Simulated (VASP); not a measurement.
SnTe: relaxation of cell and atoms with r2SCAN

The system is SnTe.

```xyz
2
Lattice="0.0000 3.1870 3.1870 3.1870 0.0000 3.1870 3.1870 3.1870 0.0000" Properties=species:S:1:pos:R:3 pbc="T T T"
Sn    0.0000    0.0000    0.0000
Te    3.1870    3.1870    3.1870
```

```
Program                : VASP 6.6.1
Task                   : relaxation of cell and atoms
Functional             : r2SCAN
Potentials or basis    : VASP PAW PBE potentials, release 64 (Sn_d, Te)
Cutoff                 : 520 eV
k mesh                 : 8 × 8 × 8
Occupations            : gaussian, width 0.02 eV
Spin                   : no spin polarisation
Further INCAR settings : ALGO = Normal; EDIFF = 1e-07; IBRION = 2; EDIFFG = -0.002; NSW = 80; ISIF = 3
```

* Pressure after relaxing: 0.0 GPa
* Band gap on the k mesh: 0.14 eV, direct

Final structure:
```
Sn Te
1.0
     0.00000    3.18701    3.18701
     3.18701    0.00000    3.18701
     3.18701    3.18701    0.00000
Sn Te
1 1
Direct
  0.00000 0.00000 0.00000
  0.50000 0.50000 0.50000
```

Levels at points of the mesh, in eV from the valence-band top:
```tsv
k point	band 6	band 7	band 8	band 9	band 10	band 11	band 12	band 13	band 14
(0.00, 0.00, 0.00)	-13.24	-4.88	-2.39	-2.39	-2.39	3.36	3.36	3.36	5.03
(0.50, 0.00, 0.00)	-11.96	-8.62	-2.03	-2.03	0.00	0.14	0.33	0.33	8.13
(0.50, 0.50, 0.00)	-11.67	-6.74	-5.73	-3.95	-3.95	2.45	4.94	4.94	6.45
```

Run time: 68 s on 1 thread of Intel(R) Xeon(R) 6975P-C (Granite Rapids) (shared host), peak memory 0.23 GiB.

Caveat: the relaxation stopped at its first step, so nothing moved; the PAW data sets were made with another functional, which shifts forces and pressure a little; spin-orbit coupling is left out, which moves the levels of the heavy elements. A k mesh can miss the band edges.
